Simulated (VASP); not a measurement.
## HgTe (space group P3_221): computed properties

The numbers are results of PBEsol GGA, VASP's PBE PAW potentials (set 64) (plane waves; VASP), not measurements.

space group: P3_221 (154)
cell: a = 4.5193 Å, b = 4.5193 Å, c = 10.1736 Å, α = 90.00°, β = 90.00°, γ = 120.00°
volume per atom: 29.99 Å^3/atom
band gap (over mesh and band path): 0.37 eV
smallest direct gap (over mesh and band path): 0.58 eV
band-edge character without spin-orbit coupling: indirect, A to Γ
band gap with spin-orbit coupling: 0.33 eV
density: 9.09 g/cm³

```cif
data_Hg3Te3
_chemical_formula_sum 'Hg3 Te3'
_space_group_name_H-M_alt 'P3221'
_space_group_IT_number 154
_space_group_name_Hall 'P 32 2"'
_cell_length_a 4.51934
_cell_length_b 4.51934
_cell_length_c 10.17356
_cell_angle_alpha 90.000
_cell_angle_beta 90.000
_cell_angle_gamma 120.000
loop_
_atom_site_label
_atom_site_type_symbol
_atom_site_symmetry_multiplicity
_atom_site_Wyckoff_symbol
_atom_site_fract_x
_atom_site_fract_y
_atom_site_fract_z
_atom_site_occupancy
Hg1 Hg 3 a 0.64884 0.64884 0.00000 1
Te1 Te 3 b 0.54145 0.54145 0.50000 1
```

The path is coarsely sampled, so an indirect gap can come out somewhat too large. Unless said otherwise, spin-orbit coupling is left out, though it shifts the bands of the heavy elements here.

The structure comes from a computed database's HgTe entry (P3_221); how it stands against other phases isn't given here. It was relaxed first, which changed the volume by -8 %. Symmetry was kept, so distortions that lower it aren't found.
